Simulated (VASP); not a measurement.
# RPA total energies of AlN, part 2 of 6

Aim: total energies of AlN from exact exchange and RPA correlation, beside cheaper functionals. The scan starts from a database cell scaled to its smallest volume. The cell is of the zinc-blende type, which need not be the form that is stable at ambient conditions. The start is a computed cell from a database.

VASP 6.6.1, plane waves and PAW; the level of theory is named at each step.

So far. Step 3 (Exact exchange, volume ratio 0.94): The Hartree-Fock energy on these orbitals is -12.9014 eV an atom. Step 4 (Empty bands, volume ratio 0.94): WAVECAR now holds 616 bands for 8 electrons.

## Step 5: RPA correlation, volume ratio 0.94

This step: RPA correlation on PBE orbitals; plane waves and PAW (Al_GW, N_GW) (VASP 6.6.1).

The RPA correlation energy follows from the response function on imaginary frequencies; VASP computes it for a row of response cutoffs and extrapolates.

INCAR

```
SYSTEM = AlN
PREC = Accurate
ENCUT = 570
ISMEAR = 0
SIGMA = 0.05
LREAL = .FALSE.
GGA = PE
NBANDS = 616
ALGO = ACFDT
ENCUTGW = 200
NOMEGA = 12
PRECFOCK = Fast
LWAVE = .FALSE.
LCHARG = .FALSE.
```

POSCAR

```
AlN
1.0
    0.0000000000      2.1394097525      2.1394097525
    2.1394097525      0.0000000000      2.1394097525
    2.1394097525      2.1394097525      0.0000000000
Al N
1 1
Direct
    0.0000000000      0.0000000000      0.0000000000
    0.2500000000      0.2500000000      0.2500000000
```

KPOINTS

```
Automatic mesh
0
Gamma
4 4 4
0 0 0
```

The projector-augmented-wave data sets are Al_GW and N_GW (PBE family, release 64).

Launch:

```console
> mpirun -np 8 vasp_std
```

Output:

```text
[banner, memory and clock lines left out]
running    8 mpi-ranks, on    1 nodes
 distrk:  each k-point on    8 cores,    1 groups
 distr:  one band on    1 cores,    8 groups

 POSCAR found type information on POSCAR AlN
 POSCAR found :  2 types and       2 ions
 [... a notice as in an earlier step ...]

 LDA part: xc-table for (Slater+PW92), standard interpolation
 found WAVECAR, reading the header
 POSCAR, INCAR and KPOINTS ok, starting setup
 FFT: planning ... GRIDC
 FFT: planning ... GRID_SOFT
 FFT: planning ... GRID
 reading WAVECAR
 the WAVECAR file was read successfully
 initial charge from wavefunction
 available memory per node:     32.25 GB, setting MAXMEM to     33024

 The Fermi energy was updated, please check that it is located mid-gap
 values below the HOMO (VB) or above the LUMO (CB) will cause erroneous energies
 E-fermi :   7.1730

 the WAVEDER file was read successfully
 set NWRITE>2 for more details about minimax calculation
 number of imaginary grid points requested:      12
 number of distinct grids requested:  1
 quadrature errors minimized for energies in [ 0.333E+01, 0.572E+03 ]
 bosonic grid (T=0, re) determined with error: 0.1007E-07
 bosonic grid (re): 0.1007E-07
       0.7532       2.4322       4.6820       8.0773      13.5498
      22.7035      38.4025      65.9271     115.4301     208.1505
     399.1823     939.7287
energies w=
    0.000    0.753    0.000    2.432    0.000    4.682    0.000    8.077
    0.000   13.550    0.000   22.704    0.000   38.402    0.000   65.927
    0.000  115.430    0.000  208.151    0.000  399.182    0.000  939.729
 responsefunction array rank=     144
 LDA part: xc-table for (Slater+PW92), standard interpolation

 min. memory requirement per mpi rank     99.2 MB, per node    793.4 MB

 allocating   2 responsefunctions rank=   144
 shmem allocating  12 responsefunctions rank=   144
 response function shared by NCSHMEM nodes    1
 Doing            2  frequencies on each core in blocks of           12
NQ=   1    0.0000    0.0000    0.0000,
|.........|.........|.........|.........
 performed       1880000 updates of chi_q(r,r)
 total number of BLAS operations        282.30 Gflops
NQ=   2    0.2500    0.0000    0.0000,
|.........|.........|.........|.........
 performed       3760000 updates of chi_q(r,r)
 total number of BLAS operations        544.36 Gflops
NQ=   3    0.5000    0.0000    0.0000,
|.........|.........|.........|.........
 performed       5640000 updates of chi_q(r,r)
 total number of BLAS operations        760.94 Gflops
NQ=   4    0.2500    0.2500    0.0000,
|.........|.........|.........|.........
 performed       7520000 updates of chi_q(r,r)
 total number of BLAS operations       1027.00 Gflops
NQ=   5    0.5000    0.2500    0.0000,
|.........|.........|.........|.........
 performed       9400000 updates of chi_q(r,r)
 total number of BLAS operations       1258.26 Gflops
NQ=   6   -0.2500    0.2500    0.0000,
|.........|.........|.........|.........
 performed      11280000 updates of chi_q(r,r)
 total number of BLAS operations       1493.27 Gflops
NQ=   7    0.5000    0.5000    0.0000,
|.........|.........|.........|.........
 performed      13160000 updates of chi_q(r,r)
 total number of BLAS operations       1695.65 Gflops
NQ=   8   -0.2500    0.5000    0.2500,
|.........|.........|.........|.........
 performed      15040000 updates of chi_q(r,r)
 total number of BLAS operations       1898.04 Gflops
 entering main loop
```

It took 18 s on 8 MPI ranks of Intel Xeon 6975P-C (Granite Rapids), shared host; peak memory 1.4 GiB; 1.9 min of CPU time.

From OUTCAR (step 5):

```text
   k-points           NKPTS =      8   k-points in BZ     NKDIM =     64   number of bands    NBANDS=    616

   NELECT =       8.0000    total number of electrons

 E-fermi :   7.1730

 Hartree contr. to MP2           -6.576264      0.000000

 Hartree contr. to MP2           -3.332904      0.000000

 Hartree contr. to MP2           -0.811945      0.000000

 Hartree contr. to MP2           -1.634408      0.000000

      cutoff energy     smooth cutoff   RPA   correlation   Hartree contr. to MP2

      cutoff energy     smooth cutoff   RPA   correlation   Hartree contr. to MP2
---------------------------------------------------------------------------------
            200.000           160.000      -11.4247451696      -17.9125635584
            190.476           152.381      -11.3231428879      -17.7924837267
            181.406           145.125      -11.2139654279      -17.6615173284
            172.768           138.214      -11.0975693626      -17.5198188251
            164.541           131.632      -10.9765934210      -17.3701269753
            156.705           125.364      -10.8503823511      -17.2115586075
            149.243           119.394      -10.7147391323      -17.0386684934
            142.136           113.709      -10.5719261277      -16.8536986870
  linear regression

  converged value                          -12.6919245937      -19.4940995726

[... 7 parts as in an earlier step ...]

[... 2 further parts left out ...]
```

Numbers from this step:

```yaml
rpa_correlation_energy: -12.69 eV
```

The correlation energy is -6.3460 eV an atom. With exact exchange the total is -19.2473 eV an atom.

## Step 6: Comparison: r2SCAN, volume ratio 0.94

This step: r2SCAN; plane waves and PAW (Al_GW, N_GW) (VASP 6.6.1).

For comparison the same cell is computed with r2SCAN.

INCAR

```
SYSTEM = AlN
PREC = Accurate
ENCUT = 570
EDIFF = 1E-06
NELM = 100
ISMEAR = 0
SIGMA = 0.05
LREAL = .FALSE.
ALGO = Normal
METAGGA = R2SCAN
LASPH = .TRUE.
NBANDS = 10
LWAVE = .FALSE.
LCHARG = .FALSE.
KPAR = 8
```

POSCAR is that of step 5.

KPOINTS is that of step 5.

Launch:

```console
> mpirun -np 8 vasp_std
```

Output:

```text
[banner, memory and clock lines left out]
running    8 mpi-ranks, on    1 nodes
 distrk:  each k-point on    1 cores,    8 groups
 distr:  one band on    1 cores,    1 groups

 POSCAR found type information on POSCAR AlN
 POSCAR found :  2 types and       2 ions
 [... a notice as in an earlier step ...]

|                                                                             |
|               ----> ADVICE to this user running VASP <----                  |
|                                                                             |
|     You enforced a specific xc type in the INCAR file but a different       |
|     [... a line on the potential file left out ...]
|     I HOPE YOU KNOW WHAT YOU ARE DOING!                                     |
|                                                                             |

 LDA part: xc-table for (None), standard interpolation
 POSCAR, INCAR and KPOINTS ok, starting setup
 FFT: planning ... GRIDC
 FFT: planning ... GRID_SOFT
 FFT: planning ... GRID
 WAVECAR not read
 entering main loop
       N       E                     dE             d eps       ncg     rms          rms(c)
DAV:   1     0.192108E+02    0.19211E+02   -0.50987E+03   160   0.814E+02
DAV:   2    -0.218097E+02   -0.41020E+02   -0.38793E+02   190   0.219E+02
DAV:   3    -0.236783E+02   -0.18686E+01   -0.18613E+01   194   0.365E+01
DAV:   4    -0.236938E+02   -0.15474E-01   -0.15472E-01   202   0.415E+00
DAV:   5    -0.236940E+02   -0.26291E-03   -0.26290E-03   196   0.508E-01    0.842E+00
DAV:   6    -0.189683E+02    0.47257E+01   -0.90543E+00   212   0.209E+01    0.223E+00
DAV:   7    -0.190614E+02   -0.93073E-01   -0.41813E-01   180   0.480E+00    0.145E+00
DAV:   8    -0.190843E+02   -0.22929E-01   -0.29798E-02   160   0.269E+00    0.183E-01
DAV:   9    -0.190841E+02    0.17863E-03   -0.14414E-03   242   0.410E-01    0.565E-02
DAV:  10    -0.190842E+02   -0.75112E-04   -0.14130E-04   172   0.174E-01    0.314E-03
DAV:  11    -0.190842E+02   -0.20445E-06   -0.30928E-06   198   0.148E-02
   1 F= -.19084218E+02 E0= -.19084218E+02  d E =-.733918E-12
```

Elapsed: 4.2 s, on 8 MPI ranks; peak memory 1 GiB.

Parts of OUTCAR (step 6):

```text
   NELECT =       8.0000    total number of electrons

 E-fermi :   5.4562

 k-point     1 :       0.0000    0.0000    0.0000
  band No.  band energies     occupation
      1     -10.9097      2.00000
      2       5.2254      2.00000
      3       5.2254      2.00000
      4       5.2254      2.00000
      5      10.6731      0.00000
      6      19.3409      0.00000
      7      19.3409      0.00000
      8      19.3409      0.00000
      9      24.3161      0.00000
    ...

  Total        1.7766954      1.7766954      1.7766954      0.0000000      0.0000000     -0.0000000
  in kB      145.3488659    145.3488659    145.3488659      0.0000000      0.0000000     -0.0000000
  external PRESSURE =     145.3488659 kB  Pullay stress =       0.0000000 kB

 POSITION                                       TOTAL-FORCE (eV/Angst)
 -----------------------------------------------------------------------------------
      0.00000      0.00000      0.00000        -0.000000     -0.000000      0.000000
      1.06970      1.06970      1.06970         0.000000      0.000000     -0.000000
 -----------------------------------------------------------------------------------
    total drift:                                0.000001      0.000001      0.000001

  FREE ENERGIE OF THE ION-ELECTRON SYSTEM (eV)
  ---------------------------------------------------
  free  energy   TOTEN  =       -19.0842182149 eV

  energy  without entropy=      -19.0842182149  energy(sigma->0) =      -19.08421821

[... 8 parts as in an earlier step ...]

[... 8 further parts left out ...]
```

The PAW data sets were made with PBE, which is usual practice but a small mismatch for other functionals.

Read from the output:

```
free energy (TOTEN)            : -19.08 eV
Fermi energy                   : 5.456 eV
pressure                       : 14.53 GPa
gap on the k-mesh              : 3.967 eV
least direct gap on the k-mesh : 5.448 eV
```

Its energy is -9.5421 eV an atom, on a zero of its own.

## Step 7: Orbitals for comparison: HSE06, volume ratio 0.94

This step: PBE; plane waves and PAW (Al_GW, N_GW) (VASP 6.6.1).

A hybrid converges faster from good orbitals, so a cheap PBE run writes WAVECAR first.

INCAR

```
SYSTEM = AlN
PREC = Accurate
ENCUT = 570
EDIFF = 1E-05
NELM = 100
ISMEAR = 0
SIGMA = 0.05
LREAL = .FALSE.
ALGO = Normal
GGA = PE
NBANDS = 10
LORBIT = 11
LWAVE = .TRUE.
LCHARG = .FALSE.
KPAR = 8
```

POSCAR is that of step 6.

KPOINTS is that of step 6.

Launch:

```console
> mpirun -np 8 vasp_std
```

Output:

```text
[banner, memory and clock lines left out]
running    8 mpi-ranks, on    1 nodes
 distrk:  each k-point on    1 cores,    8 groups
 distr:  one band on    1 cores,    1 groups

 POSCAR found type information on POSCAR AlN
 POSCAR found :  2 types and       2 ions
 [... a notice as in an earlier step ...]

 LDA part: xc-table for (Slater+PW92), standard interpolation
 POSCAR, INCAR and KPOINTS ok, starting setup
 FFT: planning ... GRIDC
 FFT: planning ... GRID_SOFT
 FFT: planning ... GRID
 WAVECAR not read
 entering main loop
       N       E                     dE             d eps       ncg     rms          rms(c)
[... 10 cycles as in an earlier step ...]
DAV:  11    -0.147516E+02    0.20522E-05   -0.11885E-05   118   0.387E-02
   1 F= -.14751586E+02 E0= -.14751586E+02  d E =-.125161E-10
 writing wavefunctions
```

It took 1.6 s on 8 MPI ranks; peak memory 0.99 GiB; 6.1 s of CPU time.

From OUTCAR (step 7):

```text
   NELECT =       8.0000    total number of electrons

 E-fermi :   5.7252

 k-point     1 :       0.0000    0.0000    0.0000
  band No.  band energies     occupation
      1      -9.8505      2.00000
      2       5.5103      2.00000
      3       5.5103      2.00000
      4       5.5103      2.00000
      5      10.2505      0.00000
      6      18.6636      0.00000
      7      18.6636      0.00000
      8      18.6636      0.00000
      9      23.6745      0.00000
    ...

  Total        2.3398860      2.3398860      2.3398860      0.0000000      0.0000000      0.0000000
  in kB      191.4226720    191.4226720    191.4226720      0.0000000      0.0000000      0.0000000
  external PRESSURE =     191.4226720 kB  Pullay stress =       0.0000000 kB

  FREE ENERGIE OF THE ION-ELECTRON SYSTEM (eV)
  ---------------------------------------------------
  free  energy   TOTEN  =       -14.7515856396 eV

  energy  without entropy=      -14.7515856395  energy(sigma->0) =      -14.75158564

[... 9 parts as in an earlier step ...]

[... 9 further parts left out ...]
```

Numbers from this step:

| Item | Value |
| --- | --- |
| free energy (TOTEN) | -14.75 eV |
| Fermi energy | 5.725 eV |
| pressure | 19.14 GPa |
| gap on the k-mesh | 3.325 eV |
| least direct gap on the k-mesh | 4.740 eV |

The run ends at a pressure of 19.14 GPa.

## Step 8: Comparison: HSE06, volume ratio 0.94

This step: HSE06; plane waves and PAW (Al_GW, N_GW) (VASP 6.6.1).

For comparison the same cell is computed with HSE06.

INCAR

```
SYSTEM = AlN
PREC = Accurate
ENCUT = 570
EDIFF = 1E-06
NELM = 100
ISMEAR = 0
SIGMA = 0.05
LREAL = .FALSE.
ALGO = Normal
LHFCALC = .TRUE.
AEXX = 0.25
GGA = PE
HFSCREEN = 0.2
LASPH = .TRUE.
NBANDS = 10
PRECFOCK = Fast
LWAVE = .FALSE.
LCHARG = .FALSE.
KPAR = 8
```

POSCAR is that of step 7.

KPOINTS is that of step 7.

The WAVECAR or CHGCAR of an earlier step is read.

Launch:

```console
> mpirun -np 8 vasp_std
```

Output:

```text
[banner, memory and clock lines left out]
running    8 mpi-ranks, on    1 nodes
 distrk:  each k-point on    1 cores,    8 groups
 distr:  one band on    1 cores,    1 groups

 POSCAR found type information on POSCAR AlN
 POSCAR found :  2 types and       2 ions
 [... a notice as in an earlier step ...]

 LDA part: xc-table for (Slater+PW92), standard interpolation
 found WAVECAR, reading the header
 POSCAR, INCAR and KPOINTS ok, starting setup
 FFT: planning ... GRIDC
 FFT: planning ... GRID_SOFT
 FFT: planning ... GRID
 reading WAVECAR
 the WAVECAR file was read successfully
 initial charge from wavefunction
 entering main loop
       N       E                     dE             d eps       ncg     rms          rms(c)
DAV:   1    -0.173662E+02   -0.17366E+02   -0.31002E-01   168   0.633E+00    0.338E-01
DAV:   2    -0.173677E+02   -0.14314E-02   -0.27869E-03   190   0.441E-01    0.219E-01
DAV:   3    -0.173672E+02    0.48639E-03   -0.13738E-04   184   0.150E-01    0.129E-01
DAV:   4    -0.173670E+02    0.17460E-03   -0.57286E-05   176   0.102E-01    0.752E-02
DAV:   5    -0.173669E+02    0.57268E-04   -0.21458E-05   190   0.628E-02    0.440E-02
DAV:   6    -0.173669E+02    0.18886E-04   -0.69560E-06   180   0.388E-02    0.256E-02
DAV:   7    -0.173669E+02    0.63649E-05   -0.22681E-06   156   0.230E-02    0.149E-02
DAV:   8    -0.173669E+02    0.19906E-05   -0.74247E-07    92   0.135E-02    0.866E-03
DAV:   9    -0.173669E+02    0.62156E-06   -0.32074E-07    86   0.766E-03
   1 F= -.17366913E+02 E0= -.17366913E+02  d E =-.122647E-16
```

Run time: 8.4 s. Hardware: 8 MPI ranks; peak memory 1.7 GiB.

OUTCAR, selected parts (step 8):

```text
   k-points           NKPTS =      8   k-points in BZ     NKDIM =     64   number of bands    NBANDS=     10

   NELECT =       8.0000    total number of electrons

 E-fermi :   4.8028

 k-point     1 :       0.0000    0.0000    0.0000
  band No.  band energies     occupation
      1     -12.3121      2.00000
      2       4.5186      2.00000
      3       4.5186      2.00000
      4       4.5186      2.00000
      5      10.7353      0.00000
      6      19.4494      0.00000
      7      19.4494      0.00000
      8      19.4494      0.00000
      9      24.6069      0.00000
    ...

 POSITION                                       TOTAL-FORCE (eV/Angst)
 -----------------------------------------------------------------------------------
      0.00000      0.00000      0.00000         0.000000      0.000000      0.000000
      1.06970      1.06970      1.06970        -0.000000     -0.000000     -0.000000
 -----------------------------------------------------------------------------------
    total drift:                               -0.000002     -0.000002     -0.000003

  FREE ENERGIE OF THE ION-ELECTRON SYSTEM (eV)
  ---------------------------------------------------
  free  energy   TOTEN  =       -17.3669132538 eV

  energy  without entropy=      -17.3669132538  energy(sigma->0) =      -17.36691325

[... 8 parts as in an earlier step ...]

[... 8 further parts left out ...]
```

The k-mesh is coarse for exact exchange; levels may shift by about 0.1 eV on a finer one.

Numbers from this step:

```yaml
free_energy_toten: -17.37 eV
fermi_energy: 4.803 eV
gap_on_the_k_mesh: 4.633 eV
least_direct_gap_on_the_k_mesh: 6.217 eV
```

Its energy is -8.6835 eV an atom, on a zero of its own.

## Step 9: Orbitals, volume ratio 0.97

This step: PBE; plane waves and PAW (Al_GW, N_GW) (VASP 6.6.1).

The same chain follows at a volume ratio of 0.97.

INCAR

```
SYSTEM = AlN
PREC = Accurate
ENCUT = 570
EDIFF = 1E-08
NELM = 100
ISMEAR = 0
SIGMA = 0.05
LREAL = .FALSE.
ALGO = Normal
GGA = PE
NBANDS = 10
LORBIT = 11
LWAVE = .TRUE.
LCHARG = .FALSE.
KPAR = 8
```

POSCAR

```
AlN
1.0
    0.0000000000      2.1619315102      2.1619315102
    2.1619315102      0.0000000000      2.1619315102
    2.1619315102      2.1619315102      0.0000000000
Al N
1 1
Direct
    0.0000000000      0.0000000000      0.0000000000
    0.2500000000      0.2500000000      0.2500000000
```

KPOINTS is that of step 8.

Launch:

```console
> mpirun -np 8 vasp_std
```

Output:

```text
[... set-up lines as in an earlier step ...]
 entering main loop
       N       E                     dE             d eps       ncg     rms          rms(c)
DAV:   1     0.247469E+02    0.24747E+02   -0.48439E+03   160   0.787E+02
DAV:   2    -0.155354E+02   -0.40282E+02   -0.36467E+02   178   0.209E+02
DAV:   3    -0.172492E+02   -0.17138E+01   -0.17104E+01   216   0.361E+01
DAV:   4    -0.172573E+02   -0.80996E-02   -0.80978E-02   196   0.272E+00
[...]
DAV:  12    -0.148105E+02   -0.25969E-06   -0.32274E-07   184   0.496E-03    0.432E-04
DAV:  13    -0.148105E+02    0.14362E-07   -0.16041E-08   166   0.970E-04    0.825E-05
DAV:  14    -0.148105E+02   -0.57558E-08   -0.92519E-10   106   0.448E-04
   1 F= -.14810496E+02 E0= -.14810496E+02  d E =-.475109E-22
 writing wavefunctions
```

Run time: 1.6 s. Hardware: 8 MPI ranks; peak memory 1 GiB; 7.1 s of CPU time.

Parts of OUTCAR (step 9):

```text
  Total        1.4144087      1.4144087      1.4144087      0.0000000      0.0000000     -0.0000000
  in kB      112.1320402    112.1320402    112.1320402      0.0000000      0.0000000     -0.0000000
  external PRESSURE =     112.1320402 kB  Pullay stress =       0.0000000 kB

 POSITION                                       TOTAL-FORCE (eV/Angst)
 -----------------------------------------------------------------------------------
      0.00000      0.00000      0.00000        -0.000000     -0.000000      0.000000
      1.08097      1.08097      1.08097         0.000000      0.000000     -0.000000
 -----------------------------------------------------------------------------------
    total drift:                               -0.000000     -0.000000     -0.000000

  FREE ENERGIE OF THE ION-ELECTRON SYSTEM (eV)
  ---------------------------------------------------
  free  energy   TOTEN  =       -14.8104963185 eV

  energy  without entropy=      -14.8104963185  energy(sigma->0) =      -14.81049632

[... 1 part as in an earlier step ...]

[... 2 further parts left out ...]
[key lines of the parts left out:]
E-fermi :   5.5700
```

The run ends at a pressure of 11.21 GPa.

[end of part 2 of 6]

[Long decimals in the printed logs are rounded to 6 places.]

[Lines on the potential files, build, host, timing and source positions are cut from VASP's logs without a mark.]

[Logs are printed without paths, hosts, clocks, repeated set-up lines and the standing remarks that a program may print on its own settings, such as how far it seeks lower states.]

[Hosts, paths, dates, database ids (printed as entryN), source tags and the programs' standing remarks are cut or masked in the printed files.]

[Measured values are set beside computed ones only where the two were judged alike; some that the calculation misses by far are left out.]

[Pressures printed for these runs are not shown converged in the cutoff: they can be off by several GPa and have the wrong sign.]
